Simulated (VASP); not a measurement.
Input:

```xyz
5
Lattice="3.8700 0.0000 0.0000 0.0000 3.8700 0.0000 0.0000 0.0000 3.8700" Properties=species:S:1:pos:R:3 pbc="T T T"
Li     1.9350     0.0000     0.0000
Li     0.0000     1.9350     0.0000
Li     0.0000     0.0000     1.9350
Br     1.9350     1.9350     1.9350
O      0.0000     0.0000     0.0000
```

Method: LDA (Ceperley-Alder, Perdew-Zunger), VASP's LDA PAW potentials (set 64) (plane waves; VASP 6.6.1). Run with 520 eV cut-off, 7×7×7 Γ-centred mesh, tetrahedra with Blöchl corrections, potentials Li_sv Br O.

The cores are frozen, which limits the accuracy of field gradients.

Give the principal components of the electric field gradient (V/Å²) and the asymmetry η at each nucleus.

```csv
atom,Vxx,Vyy,Vzz,η
Li1,2.0,2.0,-4.1,0.00
Li2,2.0,2.0,-4.1,0.00
Li3,2.0,2.0,-4.1,0.00
Br4,0.0,0.0,0.0,-
O5,0.0,0.0,0.0,-
```

The structure comes from a computed database's Li3BrO entry (Pm-3m); how it stands against other phases isn't given here. It was relaxed first, which changed the volume by -6 %.
